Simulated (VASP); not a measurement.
# SiC (Moissanite 3C): what moves the LDA gap besides the functional, part 2 of 2

Aim: test what besides the functional moves the gap of SiC (Moissanite 3C). The starting structure is a measured crystal structure from the Crystallography Open Database. Cell and atoms stay as given unless a step says otherwise.

VASP 6.6.1.

Results so far: reference 1.303 eV; cell and atoms relaxed by LDA 1.287 eV; no band path 1.303 eV.

### 5. Bands with a cutoff of 640 eV

Level of this step: LDA; plane waves and PAW (Si, C) (VASP).

Against step 2 the input has ENCUT = 640.

The input, INCAR:

```
SYSTEM = SiC
PREC = Accurate
ENCUT = 640
EDIFF = 1E-06
NELM = 100
ISMEAR = 0
SIGMA = 0.03
LREAL = .FALSE.
ALGO = Normal
GGA = CA
NBANDS = 16
LORBIT = 11
LWAVE = .FALSE.
LCHARG = .FALSE.
KPAR = 4
```

The input, POSCAR:

```
SiC
1.0
    0.0000000000      2.1790000000      2.1790000000
    2.1790000000      0.0000000000      2.1790000000
    2.1790000000      2.1790000000      0.0000000000
Si C
1 1
Direct
    0.0000000000      0.0000000000      0.0000000000
    0.7500000000      0.7500000000      0.7500000000
```

The input, KPOINTS:

```
Automatic mesh
0
Gamma
8 8 8
0 0 0
```

The input, KPOINTS_OPT:

```
Line mode
10
Line-mode
Reciprocal
  0.00000000   0.00000000   0.00000000 GAMMA
  0.50000000   0.00000000   0.50000000 X

  0.50000000   0.00000000   0.50000000 X
  0.50000000   0.25000000   0.75000000 W

  0.50000000   0.25000000   0.75000000 W
  0.37500000   0.37500000   0.75000000 K

  0.37500000   0.37500000   0.75000000 K
  0.00000000   0.00000000   0.00000000 GAMMA

  0.00000000   0.00000000   0.00000000 GAMMA
  0.50000000   0.50000000   0.50000000 L

  0.50000000   0.50000000   0.50000000 L
  0.62500000   0.25000000   0.62500000 U

  0.62500000   0.25000000   0.62500000 U
  0.50000000   0.25000000   0.75000000 W

  0.50000000   0.25000000   0.75000000 W
  0.50000000   0.50000000   0.50000000 L

  0.50000000   0.50000000   0.50000000 L
  0.37500000   0.37500000   0.75000000 K

  0.62500000   0.25000000   0.62500000 U
  0.50000000   0.00000000   0.50000000 X
```

The projector-augmented-wave data sets are Si and C (LDA family, release 64).

The run is started by

```
$ mpirun -np 4 vasp_std
```

The program printed:

```text
[... set-up lines as in an earlier step ...]
 entering main loop
       N       E                     dE             d eps       ncg     rms          rms(c)
DAV:   1     0.496255511699E+01    0.49626E+01   -0.42081E+03   952   0.501E+02
DAV:   2    -0.180546784295E+02   -0.23017E+02   -0.22053E+02  1248   0.104E+02
DAV:   3    -0.186726550393E+02   -0.61798E+00   -0.61726E+00  1072   0.125E+01
DAV:   4    -0.186743578069E+02   -0.17028E-02   -0.17027E-02  1232   0.857E-01
[...]
DAV:   9    -0.166404798702E+02    0.60546E-03   -0.29661E-03  1152   0.216E-01    0.879E-02
DAV:  10    -0.166404907755E+02   -0.10905E-04   -0.12619E-04  1128   0.554E-02    0.337E-02
DAV:  11    -0.166404915080E+02   -0.73255E-06   -0.14314E-06  1224   0.596E-03
   1 F= -.16640492E+02 E0= -.16640492E+02  d E =-.201510E-15
 Start KPOINTS_OPT (optional k-point list driver)
k-point batch [1-29\100]
       N       E                     dE             ncg
DAV:   1     0.106240866927E+04   -0.97660E+04      976
DAV:   2     0.490641447555E+03   -0.57177E+03     1256
DAV:   3     0.476981641012E+03   -0.13660E+02     1216
DAV:   4     0.476947222577E+03   -0.34418E-01     1168
DAV:   5     0.476947117144E+03   -0.10543E-03     1168
DAV:   6     0.476947116708E+03   -0.43653E-06     1112
[...]
k-point batch [88-100\100]
       N       E                     dE             ncg
DAV:   1     0.631028434098E+04   -0.49624E+04      424
DAV:   2     0.604494311955E+04   -0.26534E+03      544
DAV:   3     0.603876226796E+04   -0.61809E+01      544
DAV:   4     0.603874680984E+04   -0.15458E-01      496
DAV:   5     0.603874676084E+04   -0.48995E-04      576
DAV:   6     0.603874676062E+04   -0.22112E-06      480
```

The job ended after 11 s (4 MPI ranks of AMD EPYC 7R43, shared host; peak memory 0.48 GiB).

From OUTCAR (step 5):

```text
  Total       -0.5448503     -0.5448503     -0.5448503     -0.0000000      0.0000000     -0.0000000
  in kB      -42.1877218    -42.1877218    -42.1877218     -0.0000000      0.0000000     -0.0000000
  external PRESSURE =     -42.1877218 kB  Pullay stress =       0.0000000 kB

 POSITION                                       TOTAL-FORCE (eV/Angst)
 -----------------------------------------------------------------------------------
      0.00000      0.00000      0.00000         0.000000      0.000000      0.000000
      3.26850      3.26850      3.26850        -0.000000     -0.000000     -0.000000
 -----------------------------------------------------------------------------------
    total drift:                                0.000000      0.000000      0.000000

  FREE ENERGIE OF THE ION-ELECTRON SYSTEM (eV)
  ---------------------------------------------------
  free  energy   TOTEN  =       -16.6404915080 eV

  energy  without entropy=      -16.6404915080  energy(sigma->0) =      -16.64049151

[... 1 part as in an earlier step ...]

[... 2 further parts left out ...]
[key lines of the parts left out:]
E-fermi :   8.2169
```

With a cutoff of 640 eV the gap is 1.304 eV, +0.001 eV from the reference.

### 6. Bands with a 12×12×12 mesh

Against step 2 the input has a 12×12×12 mesh.

INCAR: that of step 5 with these lines changed.

```diff
@@ -2,3 +2,3 @@
 PREC = Accurate
-ENCUT = 640
+ENCUT = 460
 EDIFF = 1E-06
```

POSCAR is that of step 5.

The input, KPOINTS:

```
Automatic mesh
0
Gamma
12 12 12
0 0 0
```

KPOINTS_OPT is that of step 5.

The run is started by

```
$ mpirun -np 4 vasp_std
```

The program printed:

```text
[... set-up lines as in an earlier step ...]
 entering main loop
       N       E                     dE             d eps       ncg     rms          rms(c)
DAV:   1     0.513678650332E+00    0.51368E+00   -0.34468E+03  2376   0.381E+02
DAV:   2    -0.182529579535E+02   -0.18767E+02   -0.18109E+02  3088   0.889E+01
DAV:   3    -0.186713903043E+02   -0.41843E+00   -0.41813E+00  2744   0.998E+00
DAV:   4    -0.186723724012E+02   -0.98210E-03   -0.98208E-03  3016   0.642E-01
[...]
DAV:   9    -0.166398284666E+02    0.60252E-03   -0.29386E-03  2928   0.213E-01    0.873E-02
DAV:  10    -0.166398384337E+02   -0.99670E-05   -0.12417E-04  2784   0.543E-02    0.338E-02
DAV:  11    -0.166398390201E+02   -0.58645E-06   -0.14018E-06  2952   0.577E-03
   1 F= -.16639839E+02 E0= -.16639839E+02  d E =-.426496E-18
 Start KPOINTS_OPT (optional k-point list driver)
k-point batch [1-72\100]
       N       E                     dE             ncg
DAV:   1     0.251781595736E+04   -0.17340E+05     2448
DAV:   2     0.130671086802E+04   -0.12111E+04     3152
DAV:   3     0.128110791825E+04   -0.25603E+02     2576
DAV:   4     0.128105391274E+04   -0.54006E-01     3200
DAV:   5     0.128105376336E+04   -0.14938E-03     2576
DAV:   6     0.128105376283E+04   -0.53378E-06     2832
k-point batch [73-100\100]
       N       E                     dE             ncg
DAV:   1     0.120063624178E+05   -0.85951E+04      928
DAV:   2     0.115196355750E+05   -0.48673E+03     1224
DAV:   3     0.115103175070E+05   -0.93181E+01     1136
DAV:   4     0.115102988559E+05   -0.18651E-01     1192
DAV:   5     0.115102988065E+05   -0.49479E-04     1136
DAV:   6     0.115102988063E+05   -0.17583E-06     1080
```

It took 9.4 s on 4 MPI ranks; peak memory 0.47 GiB.

OUTCAR, selected parts (step 6):

```text
  Total       -0.5301915     -0.5301915     -0.5301915     -0.0000000      0.0000000     -0.0000000
  in kB      -41.0526950    -41.0526950    -41.0526950     -0.0000000      0.0000000     -0.0000000
  external PRESSURE =     -41.0526950 kB  Pullay stress =       0.0000000 kB

  FREE ENERGIE OF THE ION-ELECTRON SYSTEM (eV)
  ---------------------------------------------------
  free  energy   TOTEN  =       -16.6398390201 eV

  energy  without entropy=      -16.6398390201  energy(sigma->0) =      -16.63983902

[... 2 parts as in an earlier step ...]

[... 2 further parts left out ...]
[key lines of the parts left out:]
E-fermi :   8.2313
```

With a 12×12×12 mesh the gap is 1.304 eV, +0.001 eV from the reference.

### 7. All runs side by side

```csv
run,gap (eV),change (eV),core minutes
reference,1.303,-,0.453
cell and atoms relaxed by LDA,1.287,-0.015,0.467
no band path,1.303,0.0,0.16
a cutoff of 640 eV,1.304,0.001,0.707
a 12×12×12 mesh,1.304,0.001,0.627
```

Core minutes are wall time times ranks of the run shown, on a shared host.

### 8. What came out

```json
{
 "reference gap": "1.303 eV",
 "gap with cell and atoms relaxed by LDA": "1.287 eV",
 "gap with no band path": "1.303 eV",
 "gap with a cutoff of 640 eV": "1.304 eV",
 "gap with a 12×12×12 mesh": "1.304 eV"
}
```

**Reading.** Among the runs that read a gap along the path, the one with cell and atoms relaxed by LDA moves it most, by -0.015 eV. On finer settings it changes by +0.001 eV with a cutoff of 640 eV and +0.001 eV with a 12×12×12 mesh. The functional's own error isn't tested here. Further runs on this material are not shown.

[Lines on the potential files, build, host, timing and source positions are cut from VASP's logs without a mark.]

[Logs are printed without paths, hosts, clocks, repeated set-up lines and the standing remarks that a program may print on its own settings, such as how far it seeks lower states.]

[Hosts, paths, dates, database ids (printed as entryN), source tags and the programs' standing remarks are cut or masked in the printed files.]
